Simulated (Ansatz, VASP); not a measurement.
# LiGeBr3 in two plane-wave programs

Aim: how closely do two programs agree when they are given the same cell, functional and k mesh? The cell is generated by rule, not measured, and may not be a known phase. Of the first pair: The two relaxations start from unlike cells of this crystal (the structure described is Ansatz's start), so only their ends are compared.

Calculated with Ansatz 0.2.0; plane waves, with VASP 6.6.1 beside it; relaxation of cell and atoms at LDA.

**1. The starting structure**

Symmetry: Pm-3m, No. 221, cubic system. The conventional cell has a = 5.606 Å, b = 5.606 Å, c = 5.606 Å, α = 90.00°, β = 90.00°, γ = 90.00°. Li has 12 Br at 3.96 Å nearest. Ge has 6 Br at 2.80 Å nearest. Nearest to Br lie 2 Ge at 2.80 Å. Farther neighbours and most contacts between anions are not listed.

**2. Ansatz: relaxation of cell and atoms, LDA, pair 1**

Ansatz runs on its PAW soft_1 files.

The relaxed volume is the usual yardstick between codes: in a stiff, nearly cubic crystal its relative difference is about their pressure difference at one cell divided by the bulk modulus.

Contents of input.yaml:

```yaml
crystal:
  lattice:
    - [5.6056, 0.0, 0.0]
    - [0.0, 5.6056, 0.0]
    - [0.0, 0.0, 5.6056]
  atoms:
    - { symbol: Li, position: [0.0, 0.0, 0.0] }
    - { symbol: Ge, position: [0.5, 0.5, 0.5] }
    - { symbol: Br, position: [0.5, 0.5, 0.0] }
    - { symbol: Br, position: [0.5, 0.0, 0.5] }
    - { symbol: Br, position: [0.0, 0.5, 0.5] }
kpoints:
  mp_grid: { grid: [4, 4, 4] }
hamiltonian:
  xc: lda
  pseudopotentials: { kind: paw, azcp: { folder: soft_1 }, xc_functional: pbe }
scf:
  occupations: { method: gaussian, width: 0.02 }
output:
  forces: true
  stress: true
  eigenvalues: true
  write_density: true
  write_potential: true
  elf: true
  volumetric_format: npy
relax:
  adjacent_minimum: "off"
  f_tol: 0.005
  max_steps: 80
  cell: { stress_tol: 0.05 }
```

Started as:

```
ansatz run input.yaml --threads 8 --pin off --max-ram 16384MiB --backend cpu --events-out ev --progress --plain --runs-dir out
```

Numbers of over 12 decimals in the logs are rounded to 6 here.

Output:

```text
Engine: ansatz 0.2.0, aarch64-unknown-linux-gnu
Pseudopotentials: kind: paw
Pseudopotential: Li, paw, valence charge 3, recommended cutoff 420 eV (normal), soft_1/Li.paw.azcp
Pseudopotential: Ge, paw, valence charge 14, recommended cutoff 420 eV (normal), soft_1/Ge.paw.azcp
Pseudopotential: Br, paw, valence charge 7, recommended cutoff 420 eV (normal), soft_1/Br.paw.azcp
Functional definition: SPW92
  exchange = slater_x
  correlation = pw_c
Crystal: 5 atoms, lattice volume = 176.143 Å³
Basis set: ecut = 420 eV, 3407 PW (Γ)
Bands: 24, of which v1, the nominal top of the filled ones, is band 19 counted from 1 (18 counted from 0)
Symmetry: 48 space group operations
Space group: Pm-3m (ITA 221), of the structure as read, at distance tolerance 5.6e-5 Å
k-points: 10 of 64
Non-local potential: Li, projectors of the file, l = 0: 3, l = 1: 2, l = 2: 1
Non-local potential: Ge, projectors of the file, l = 0: 2, l = 1: 2, l = 2: 3, l = 3: 1
Non-local potential: Br, projectors of the file, l = 0: 2, l = 1: 2, l = 2: 2
PAW form: soft (Blöchl's): semilocal exchange-correlation on the pseudo side does not see the compensation charge
PAW frozen core: Ge, regenerated for the run's functional, and the local potential with it (the file was generated under x = pbe(κ = 0.804, μ = 0.219515), c = pbe(β = 0.066725))
PAW frozen core: Br, regenerated for the run's functional, and the local potential with it (the file was generated under x = pbe(κ = 0.804, μ = 0.219515), c = pbe(β = 0.066725))
PAW one-centre angular grid: Li, 110 points (default); XC on 64 Gauss nodes
PAW one-centre angular grid: Ge, 590 points (default); XC on 64 Gauss nodes
PAW one-centre angular grid: Br, 110 points (default); XC on 64 Gauss nodes
Initial density: superposition of atomic densities (chi_scale 0.1, normalization cell), built separately for each of the 2 bonded fragments (scf.initial_density.interfragment_charge_transfer: auto; true builds it for the cell as a whole; a typed value also counts as a typed key of the start: scf.initial_density.chi_scale says what that changes, if anything)
Initial wavefunctions: pseudopotential atomic-orbital guess
Functional: x = slater, c = lda
SCF iter   1: F=—  HF=-12502.695654 eV  |F-HF|=—  |Δ(HF+E_count)|=         —  Δρ=2.26e-2  dr2=1.73e0  ethr=3.10e-3  ⟨swp⟩=6.0  Hψ=1041  notcnv=0
preconditioner: auto → Resta (q_TF=auto, 2.113 Å⁻¹)  ε∞=4.8  [insulator: Δε(μ)=0.330 eV  Ē_g=6.454 eV  σ=0.020 eV  W_gap=1.00  n_scr=26 (ndim 8)  ℏωp=12.5 eV  f_vac=0.012  D(μ)=0.00/eV (n_scr^D=0)  ε∞_Penn≈4.8]
SCF iter   2: F=—  HF=-12502.187172 eV  |F-HF|=—  |Δ(HF+E_count)|=   5.08e-1  Δρ=1.05e-2  dr2=5.99e-1  ethr=3.10e-3  ⟨swp⟩=3.0  Hψ=567  notcnv=0  defer=8
SCF iter   3: F=—  HF=-12501.989936 eV  |F-HF|=—  |Δ(HF+E_count)|=   1.97e-1  Δρ=4.04e-3  dr2=1.07e-1  ethr=1.58e-3  ⟨swp⟩=2.9  Hψ=472  notcnv=0  defer=10
SCF iter   4: F=—  HF=-12501.952288 eV  |F-HF|=—  |Δ(HF+E_count)|=   3.76e-2  Δρ=2.20e-3  dr2=2.09e-2  ethr=2.81e-4  ⟨swp⟩=3.9  Hψ=530  notcnv=0  defer=10
SCF iter   5: F=—  HF=-12501.949376 eV  |F-HF|=—  |Δ(HF+E_count)|=   2.91e-3  Δρ=5.28e-4  dr2=9.14e-4  ethr=5.51e-5  ⟨swp⟩=2.9  Hψ=371  notcnv=0  defer=10
SCF iter   6: F=—  HF=-12501.949575 eV  |F-HF|=—  |Δ(HF+E_count)|=   1.98e-4  Δρ=1.47e-4  dr2=7.12e-5  ethr=2.40e-6  ⟨swp⟩=2.1  Hψ=438  notcnv=0  defer=10
SCF iter   7: F=—  HF=-12501.949577 eV  |F-HF|=—  |Δ(HF+E_count)|=   2.45e-6  Δρ=3.69e-5  dr2=2.33e-6  ethr=1.87e-7  ⟨swp⟩=2.1  Hψ=411  notcnv=0  defer=10
SCF iter   8: F=—  HF=-12501.949579 eV  |F-HF|=—  |Δ(HF+E_count)|=   1.49e-6  Δρ=1.16e-5  dr2=4.31e-7  ethr=6.12e-9  ⟨swp⟩=2.0  Hψ=406  notcnv=0  defer=10
SCF iter   9: F=-12501.949579 eV  HF=-12501.949579 eV  |F-HF|=5.91e-9  |Δ(HF+E_count)|=   3.16e-7  Δρ=2.01e-6  dr2=1.22e-8  ethr=2.63e-10  ⟨swp⟩=14.7  Hψ=1853  notcnv=0
SCF 1 converged in 9 iterations: F = -12501.949579 eV  dr2 = 1.22e-8
  greatest PAW one-centre occupation: 0.999 electrons in one spin orbital (limit 2), on the Li atom at site 0 (counted from 0), in its partial waves of l = 0
relax step   1: F+E_penalty+E_count = -12501.94957886 eV  Δ(F+E_penalty+E_count) = +0.000e0 eV  max|allowed force component| = 1.984e-29 eV/Å  Δτ_max = 0.0000 Å  P = -3.137 GPa  Ω = 176.143 Å³  (9 SCF iters, dr2 threshold 1.00e-7 eV, accepted)
[...]
relax step   2: F+E_penalty+E_count = -12502.19601028 eV  Δ(F+E_penalty+E_count) = -2.464e-1 eV  max|allowed force component| = 4.450e-30 eV/Å  Δτ_max = 0.0000 Å  P = -1.190 GPa  Ω = 158.801 Å³  energy of the carried Pulay correction = +1.536e-3 eV  (6 SCF iters, dr2 threshold 5.00e-7 eV, accepted)
[...]
relax step   3: F+E_penalty+E_count = -12502.22523391 eV  Δ(F+E_penalty+E_count) = -2.922e-2 eV  max|allowed force component| = 4.613e-30 eV/Å  Δτ_max = 0.0000 Å  P = +0.197 GPa  Ω = 149.805 Å³  energy of the carried Pulay correction = +2.397e-3 eV  (6 SCF iters, dr2 threshold 5.00e-7 eV, accepted)
[...]
relax step   4: F+E_penalty+E_count = -12502.22569296 eV  Δ(F+E_penalty+E_count) = -4.591e-4 eV  max|allowed force component| = 3.328e-29 eV/Å  Δτ_max = 0.0000 Å  P = -0.042 GPa  Ω = 151.018 Å³  energy of the carried Pulay correction = +2.278e-3 eV  (5 SCF iters, dr2 threshold 9.66e-8 eV, accepted)
[...]
relax step   5: F+E_penalty+E_count = -12502.22363067 eV  Δ(F+E_penalty+E_count) = +2.062e-3 eV  max|allowed force component| = 2.320e-29 eV/Å  Δτ_max = 0.0000 Å  P = -0.044 GPa  Ω = 151.018 Å³  stress off target by 4.45e-2 GPa  SCF on the basis re-selected at this cell (its energy is not comparable with the rows above)  (6 SCF iters)
basis re-selected at this cell: Δ(F+E_penalty+E_count) = +2.062e-3 eV, ΔP = -0.002 GPa vs the last step (what re-selecting the basis moved, of the pressure what is left beyond the Pulay correction that the steps carried, after the strain that the cell walked since its last selection, with what the two solves' SCF thresholds leave and, on support functions, any second-order correction that the steps lacked; it is no measure of the basis error at this ecutwfc). The dense FFT grid was sized anew with the basis: this SCF ran on 36×36×36 points, the steps before it on 40×40×40, so part of this shift can come from that change (see relax.cell in the input reference). [rest of the remark cut]
SCF converged after 6 iterations
Free energy (F): -12502.223631 eV
Harris-Foulkes:  -12502.223631 eV  (|F-HF|=1.82e-12)
Internal energy: -12502.223149 eV  (E = F + TS)
E sigma→0 (E₀):  -12502.223390 eV
Entropy (-TS):   -0.000482 eV (-0.096 meV/atom)
Fermi energy:    4.198444 eV
--- Per-component energies (eV) ---
  E_band       = -381.812991
  E_kinetic    = 503.306769
  E_local      = -3925.447871  (includes V_loc(G=0)·N_el)
  E_nonlocal   = 354.919719
  E_hartree    = 1703.294886
  E_xc         = -665.381664
  E_vxc        = -406.483535  (∫ρ·V_xc dr)
  E_paw        = -8627.035223  (= ΣΔE_a)
  E_vpaw       = -314.698093  (= ΣTr[D̂ρ^β])
  E_aug_tail   = 0.000273  (compensation charges beyond the density's cutoff)
  E_ewald      = -1848.407897
  E_core_change = 2.527860  (= ΣΔE_core)
  E_smearing   = -0.000482  (= −TS)
  E_closure    = -0.000000  (closes the sum)
  Σ components = -12502.223631   (vs F -12502.223631, Δ=0.00e0)
--- Forces (eV/Å), atoms counted from 1 ---
  atom   1  Li    -0.00000000     0.00000000     0.00000000
  atom   2  Ge     0.00000000    -0.00000000     0.00000000
  atom   3  Br     0.00000000     0.00000000     0.00000000
  atom   4  Br     0.00000000     0.00000000    -0.00000000
  atom   5  Br     0.00000000     0.00000000    -0.00000000
  max |Σ_I F_I| component: 1.83e-29 eV/Å
--- Stress (GPa, compression-positive) ---
       -0.044477       0.000000      -0.000000
        0.000000      -0.044477       0.000000
       -0.000000       0.000000      -0.044477
  P = ⅓ Tr σ = -0.0445 GPa (-0.445 kbar)
--- Band table (eV; the first three rows and the last of 10) ---
  k-point 0: bands = [... 15 lower, 0.9048, 0.9968, 0.9968, 0.9968, 4.6074, 8.6067, 8.6067, 8.6653, ... 1 higher]
  k-point 1: bands = [... 15 lower, 0.7929, 0.9757, 0.9757, 1.0508, 5.2351, 7.3034, 7.8706, 8.3689, ... 1 higher]
  k-point 2: bands = [... 15 lower, 0.6879, 0.9902, 0.9902, 1.9943, 5.0980, 6.3948, 6.6990, 8.2244, ... 1 higher]
  k-point 9: bands = [... 15 lower, 1.7034, 1.7034, 1.7034, 4.2045, 4.2045, 4.2045, 4.2567, 5.3431, ... 1 higher]
--- Relaxed structure (4 steps of the walk, 4 accepted, 1 SCFs on fresh bases) ---
  F+E_penalty+E_count = -12502.22363067 eV   max|allowed force component| = 2.320e-29 eV/Å   (the final SCF, on the basis selected at the relaxed cell)
  cell:  # Å, volume = 151.0180 Å³
    - [5.325285, 0, 0]
    - [0, 5.325285, 0]
    - [0, 0.0, 5.325285]
  atoms:
    - { symbol: Li, position: [0, 0, 0] }
    - { symbol: Ge, position: [0.500000, 0.500000, 0.5] }
    - { symbol: Br, position: [0.500000, 0.500000, 0] }
    - { symbol: Br, position: [0.500000, 0, 0.5] }
    - { symbol: Br, position: [0, 0.500000, 0.5] }
```

**3. VASP: relaxation of cell and atoms, LDA, pair 1**

Its own start cell and the same functional (in two slightly different forms), mesh and smearing now go to VASP, with its own data sets.

Lines of VASP's logs that name or quote its potential files are left out, and so is its time.

Contents of INCAR:

```
SYSTEM = LiGeBr3
PREC = Accurate
ENCUT = 750
EDIFF = 1E-07
NELM = 120
ISMEAR = 0
SIGMA = 0.02
LREAL = .FALSE.
ALGO = Normal
GGA = CA
NBANDS = 25
LORBIT = 11
LWAVE = .FALSE.
LCHARG = .FALSE.
ISIF = 3
IBRION = 2
NSW = 80
EDIFFG = -0.005
LASPH = .TRUE.
GGA_COMPAT = .FALSE.
NELMIN = 4
KPAR = 2
```

Contents of POSCAR:

```
LiGeBr3
1.0
    5.3281774841      0.0000000000      0.0000000000
    0.0000000000      5.3281774841      0.0000000000
    0.0000000000      0.0000000000      5.3281774841
Li Ge Br
1 1 3
Direct
    0.0000000000      0.0000000000      0.0000000000
    0.5000000000      0.5000000000      0.5000000000
    0.5000000000      0.5000000000      0.0000000000
    0.5000000000      0.0000000000      0.5000000000
    0.0000000000      0.5000000000      0.5000000000
```

Contents of KPOINTS:

```
Automatic mesh
0
Gamma
4 4 4
0 0 0
```

Potentials, in the order of the species: Li_sv, Ge_d and Br (LDA family, release 64).

Started as:

```
mpirun -np 2 vasp_std
```

Output:

```text
[banner, memory and clock lines left out]
running    2 mpi-ranks, on    1 nodes
 distrk:  each k-point on    1 cores,    2 groups
 distr:  one band on    1 cores,    1 groups

 POSCAR found type information on POSCAR LiGeBr
 POSCAR found :  3 types and       5 ions
 LDA part: xc-table for (Slater(with rela. corr.)+CA(PZ))
 , standard interpolation
 POSCAR, INCAR and KPOINTS ok, starting setup
 FFT: planning ... GRIDC
 FFT: planning ... GRID_SOFT
 FFT: planning ... GRID
 WAVECAR not read
 entering main loop
       N       E                     dE             d eps       ncg     rms          rms(c)
DAV:   1     0.367522394465E+03    0.36752E+03   -0.19646E+04   591   0.243E+03
DAV:   2     0.412824917945E+02   -0.32624E+03   -0.31360E+03   589   0.604E+02
DAV:   3    -0.140051186295E+02   -0.55288E+02   -0.54885E+02   598   0.162E+02
DAV:   4    -0.172476347287E+02   -0.32425E+01   -0.32337E+01   724   0.448E+01
DAV:   5    -0.173372426458E+02   -0.89608E-01   -0.89573E-01   741   0.626E+00    0.652E+00
DAV:   6    -0.169837437533E+02    0.35350E+00   -0.56819E-01   703   0.458E+00    0.403E+00
DAV:   7    -0.169256099062E+02    0.58134E-01   -0.24736E-01   720   0.215E+00    0.110E+00
DAV:   8    -0.169187895452E+02    0.68204E-02   -0.36661E-02   765   0.157E+00    0.159E-01
DAV:   9    -0.169183357616E+02    0.45378E-03   -0.38443E-03   777   0.559E-01    0.114E-01
DAV:  10    -0.169183188973E+02    0.16864E-04   -0.37302E-04   595   0.118E-01    0.333E-02
DAV:  11    -0.169183222489E+02   -0.33516E-05   -0.11074E-04   769   0.105E-01    0.199E-02
DAV:  12    -0.169183218604E+02    0.38846E-06   -0.86228E-06   666   0.201E-02    0.104E-02
DAV:  13    -0.169183214345E+02    0.42586E-06   -0.24149E-06   676   0.204E-02    0.156E-03
DAV:  14    -0.169183214530E+02   -0.18496E-07   -0.45611E-07   539   0.497E-03
   1 F= -.16918321E+02 E0= -.16918080E+02  d E =-.169183E+02
 curvature:   0.00 expect dE= 0.000E+00 dE for cont linesearch  0.000E+00
 trial: gam= 0.00000 g(F)=  0.000E+00 g(S)=  0.339E-04 ort = 0.000E+00 (trialstep = 0.100E+01)
 search vector abs. value=  0.339E-04
 bond charge predicted
       N       E                     dE             d eps       ncg     rms          rms(c)
DAV:   1    -0.169186205216E+02   -0.29909E-03   -0.44563E-03   672   0.727E-01    0.949E-02
DAV:   2    -0.169184060388E+02    0.21448E-03   -0.37728E-04   701   0.196E-01    0.430E-02
DAV:   3    -0.169183536424E+02    0.52396E-04   -0.13847E-04   662   0.108E-01    0.153E-02
DAV:   4    -0.169183501067E+02    0.35357E-05   -0.32614E-06   602   0.130E-02    0.109E-02
DAV:   5    -0.169183486258E+02    0.14810E-05   -0.16016E-06   693   0.945E-03    0.189E-03
DAV:   6    -0.169183486186E+02    0.71468E-08   -0.15778E-07   395   0.425E-03
   2 F= -.16918349E+02 E0= -.16918108E+02  d E =-.271656E-04
 trial-energy change:   -0.000027  1 .order   -0.000023   -0.000034   -0.000012
 step:   1.2268(harm=  1.5460)  dis= 0.00000  next Energy=   -16.918350 (dE=-0.286E-04)
 reached required accuracy - stopping structural energy minimisation
```

OUTCAR, selected parts (step 3):

```text
ion  position               nearest neighbor table
   1  0.000  0.000  0.000-
   2  0.500  0.500  0.500-   3 2.66   4 2.66   5 2.66   3 2.66   4 2.66   5 2.66
   3  0.500  0.500  0.000-   2 2.66   2 2.66
   4  0.500  0.000  0.500-   2 2.66   2 2.66
   5  0.000  0.500  0.500-   2 2.66   2 2.66

  LATTYP: Found a simple cubic cell.
 ALAT       =     5.3281774841

 Subroutine GETGRP returns: Found 48 space group operations
 (whereof 48 operations were pure point group operations)

The static configuration has the point symmetry O_h .

 Found     10 irreducible k-points:

   k-points           NKPTS =     10   k-points in BZ     NKDIM =     10   number of bands    NBANDS=     25

   dimension x,y,z NGX =    48 NGY =   48 NGZ =   48
   dimension x,y,z NGXF=    96 NGYF=   96 NGZF=   96

   ENCUT  =  750.0 eV  55.12 Ry    7.42 a.u.  11.90 11.90 11.90*2*pi/ulx,y,z

   NELECT =      38.0000    total number of electrons

 k-points in reciprocal lattice and weights: Automatic mesh
   0.00000000  0.00000000  0.00000000       0.016
   0.25000000  0.00000000  0.00000000       0.094
   0.50000000  0.00000000  0.00000000       0.047
   0.25000000  0.25000000  0.00000000       0.188
   0.50000000  0.25000000  0.00000000       0.188
   0.50000000  0.50000000  0.00000000       0.047
   0.25000000  0.25000000  0.25000000       0.125
   0.50000000  0.25000000  0.25000000       0.188
   0.50000000  0.50000000  0.25000000       0.094
   0.50000000  0.50000000  0.50000000       0.016

 average (electrostatic) potential at core
       1 -69.1532       2 -78.7427       3 -70.0784       4 -70.0784       5 -70.0784

 E-fermi :   2.4832

 k-point     1 :       0.0000    0.0000    0.0000
  band No.  band energies     occupation
    ...
     15      -0.8115      2.00000
     16      -0.8115      2.00000
     17      -0.7192      2.00000
     18      -0.7192      2.00000
     19      -0.7192      2.00000
     20       2.8955      0.00000
     21       6.8843      0.00000
     22       6.8843      0.00000
     23       6.9392      0.00000
     24       6.9392      0.00000
    ...

 k-point     2 :       0.2500    0.0000    0.0000
  band No.  band energies     occupation
    ...
     15      -1.0315      2.00000
     16      -0.9234      2.00000
     17      -0.7404      2.00000
     18      -0.7404      2.00000
     19      -0.6633      2.00000
     20       3.5224      0.00000
     21       5.5855      0.00000
     22       6.1553      0.00000
     23       6.6494      0.00000
     24       6.6494      0.00000
    ...

 k-point     3 :       0.5000    0.0000    0.0000
  band No.  band energies     occupation
    ...
     15      -1.2894      2.00000
     16      -1.0285      2.00000
     17      -0.7259      2.00000
     18      -0.7259      2.00000
     19       0.2853      2.00000
     20       3.3796      0.00000
     21       4.6805      0.00000
     22       4.9856      0.00000
     23       6.5062      0.00000
     24       6.5062      0.00000
    ...

  Total       -0.0120950     -0.0120950     -0.0120950     -0.0000000     -0.0000000      0.0000000
  in kB       -0.1282358     -0.1282358     -0.1282358     -0.0000000     -0.0000000      0.0000000
  external PRESSURE =      -0.1282358 kB  Pullay stress =       0.0000000 kB

  energy-cutoff  :      750.00
  volume of cell :      151.11
      direct lattice vectors                 reciprocal lattice vectors
     5.326416945 -0.000000000  0.000000000     0.187743470 -0.000000000  0.000000000
     0.000000000  5.326416945  0.000000000     0.000000000  0.187743470  0.000000000
    -0.000000000 -0.000000000  5.326416945    -0.000000000  0.000000000  0.187743470

 POSITION                                       TOTAL-FORCE (eV/Angst)
 -----------------------------------------------------------------------------------
      0.00000      0.00000      0.00000         0.000000      0.000000      0.000000
      2.66321      2.66321      2.66321        -0.000000     -0.000000      0.000000
      2.66321      2.66321      0.00000         0.000000      0.000000      0.000000
      2.66321     -0.00000      2.66321         0.000000      0.000000      0.000000
     -0.00000      2.66321      2.66321         0.000000      0.000000      0.000000
 -----------------------------------------------------------------------------------
    total drift:                                0.000000     -0.000000     -0.000000

  FREE ENERGIE OF THE ION-ELECTRON SYSTEM (eV)
  ---------------------------------------------------
  free  energy   TOTEN  =       -16.9183486186 eV

  energy  without entropy=      -16.9178665486  energy(sigma->0) =      -16.91810758

 reached required accuracy - stopping structural energy minimisation

 total charge
# of ion       s       p       d       tot
------------------------------------------
    1        1.985   0.006   0.000   1.991
    2        1.394   0.683  10.052  12.129
    3        1.618   3.223   0.019   4.860
    4        1.618   3.223   0.019   4.860
    5        1.618   3.223   0.019   4.860
--------------------------------------------------
tot          8.234  10.357  10.108  28.700

[... 3 further parts left out ...]
```

The k-mesh is coarse for a metal.

**4. Side by side**

Known differences besides the potentials themselves: the two LDA forms differ slightly; the cutoff is 420 eV in Ansatz and 750 eV in VASP; VASP's log shows a relativistic correction to its local exchange, Ansatz's none; Ansatz adds a Pulay correction to the stress that steers its cell, VASP none. Total energies have different zeros and are not compared.

The two programs side by side:

```tsv
quantity	Ansatz	VASP	difference
volume (Å³)	151.02	151.11	-0.06 %
edge a after relaxation, in the typed setting (Å)	5.325	5.326	-0.02 %
```

[end of part 1 of 2]

[Lines on the potential files, build, host, timing and source positions are cut from VASP's logs without a mark.]

[Logs are printed without paths, hosts, clocks, repeated set-up lines and the standing remarks that a program may print on its own settings, such as how far it seeks lower states.]

[Hosts, paths, dates, database ids (printed as entryN), source tags and the programs' standing remarks are cut or masked in the printed files.]
